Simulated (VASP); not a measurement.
Here is the system:

```
BaSi2
1.0
    6.69155     0.00000     0.00000
    0.00000     6.69155     0.00000
    0.00000     0.00000     6.69155
Ba Si
4 8
Direct
  0.62500   0.37500   0.87500
  0.37500   0.87500   0.62500
  0.87500   0.62500   0.37500
  0.12500   0.12500   0.12500
  0.83173   0.83173   0.83173
  0.91827   0.08173   0.58173
  0.66827   0.16827   0.33173
  0.58173   0.91827   0.08173
  0.33173   0.66827   0.16827
  0.41827   0.41827   0.41827
  0.16827   0.33173   0.66827
  0.08173   0.58173   0.91827
```

The numbers are results of PBEsol GGA, VASP's PBE PAW potentials (set 64) (plane waves; VASP 6.6.1), not measurements. Settings: 400 eV cut-off, Gaussian smearing of 0.050 eV, potentials Ba_sv Si.

Unless said otherwise, spin-orbit coupling is left out, though it shifts the bands of the heavy elements here.

Q: Give the energies of bands 29 to 42 at the high-symmetry points, in eV from the valence-band maximum.

A: 
```
band      Γ      X      M      R
----  -----  -----  -----  -----
29    -2.46  -2.05  -1.73  -2.37
30    -2.00  -2.05  -1.73  -2.37
31    -2.00  -2.00  -1.70  -2.37
32    -2.00  -2.00  -1.70  -2.37
33    -1.52  -1.83  -1.43  -1.51
34    -0.67  -1.83  -1.43  -1.51
35    -0.67  -0.50  -1.01  -1.51
36    -0.67  -0.50  -1.01  -1.51
37     0.43   0.47   0.28   0.68
38     0.43   0.47   0.28   0.68
39     0.43   1.45   0.71   0.68
40     1.79   1.45   0.71   0.68
41     1.79   1.55   0.81   1.30
42     1.79   1.55   0.81   1.30
```

The gap is indirect, 0.01 eV, from the valence maximum at Γ-X at 0.64 to the conduction minimum at Γ-X at 0.43.

The structure comes from a computed database's BaSi2 entry (P4_332); how it stands against other phases isn't given here. It was relaxed first.
